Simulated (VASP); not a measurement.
Here is the system:

```yaml
crystal:
  lattice:
    - [-2.04900, 2.04900, 4.93950]
    - [2.04900, -2.04900, 4.93950]
    - [2.04900, 2.04900, -4.93950]
  atoms:
    - { symbol: Yb, position: [0.00000, 0.00000, 0.00000], spin: 1.0 }
    - { symbol: Pd, position: [0.75000, 0.25000, 0.50000] }
    - { symbol: Pd, position: [0.25000, 0.75000, 0.50000] }
    - { symbol: Si, position: [0.37500, 0.37500, 0.00000] }
    - { symbol: Si, position: [0.62500, 0.62500, 0.00000] }
```

Method: PBEsol GGA, VASP's PBE PAW potentials (set 64) (plane waves; VASP). Run with 300 eV cut-off, 5×5×5 Γ-centred mesh, Fermi-Dirac smearing of 0.10 eV, potentials Yb Pd Si.

At this cut-off the stress carries a Pulay error, which pulls relaxed volumes low.

Q: Give the force on each atom (eV/Å).

A: 
| atom | Fx | Fy | Fz |
|---|---|---|---|
| Yb1 | 0.000 | 0.000 | 0.000 |
| Pd2 | 0.000 | 0.000 | 0.000 |
| Pd3 | 0.000 | 0.000 | 0.000 |
| Si4 | 0.000 | 0.000 | 1.269 |
| Si5 | 0.000 | 0.000 | -1.269 |

Q: Give the stress tensor in GPa (positive for a compressed cell).

A: 
```
 2.42   0.00   0.00
 0.00   2.42   0.00
 0.00   0.00  -0.59
```
The pressure is its mean diagonal, 1.41 GPa.

The structure comes from a measured Pd2YbSi2 entry of the Crystallography Open Database, whose conditions weren't checked. The cell was not relaxed at this level. The k-mesh is coarse (spacing up to 0.43 per Å, 2π included), so the numbers may not be converged in it.
